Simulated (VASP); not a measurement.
Input:

```
AlNi3
1.0
    3.50833     0.00000     0.00000
    0.00000     3.50833     0.00000
    0.00000     0.00000     3.50833
Al Ni
1 3
Cartesian
  0.00000   0.00000   0.00000
  0.00000   1.75416   1.75416
  1.75416   0.00000   1.75416
  1.75416   1.75416   0.00000
```
Starting moments (μB, in the order of the record's atoms Al Ni Ni Ni): 0.0 0.3 0.3 0.3.

Method: PBE GGA, VASP's PBE PAW potentials (set 64) (plane waves; VASP). Numerical set-up: 500 eV cut-off, 9×9×9 Γ-centred mesh, first-order Methfessel-Paxton smearing of 0.10 eV, potentials Al Ni.

Energy and stress use the plane-wave basis of the starting cell.

The ions, cell shape and volume at an external pressure of 20.0 GPa are relaxed. Give the cell that the relaxation ends in.

```
AlNi3
1.0
    3.46037     0.00000     0.00000
    0.00000     3.46037     0.00000
    0.00000     0.00000     3.46037
Al Ni
1 3
Direct
  0.00000   0.00000   0.00000
  0.00000   0.50000   0.50000
  0.50000   0.00000   0.50000
  0.50000   0.50000   0.00000
```
Space group Pm-3m (221), at a tolerance of 0.03 Å. The cell ends with 0.01 μB, on the sites 0.00 0.00 0.00 0.00 μB.

How do energy and volume change from the first to the last step?

The energy (σ→0) changes by +43.2 meV/atom and the volume by -4.0 %, in 4 ionic steps.

| step | E(σ→0) (eV) | max force (eV/Å) | pressure (GPa) | volume (Å³) |
|---|---|---|---|---|
| 1 | -21.8317 | 0.000 | 10.06 | 43.18 |
| 2 | -21.2547 | 0.000 | 37.09 | 39.13 |
| 3 | -21.6737 | 0.000 | 19.16 | 41.56 |
| 4 | -21.6588 | 0.000 | 19.90 | 41.44 |

The compound is Ni3Al in the L1_2 structure. This run relaxes it under an external pressure of 20 GPa. Symmetry was kept, so distortions that lower it aren't found.
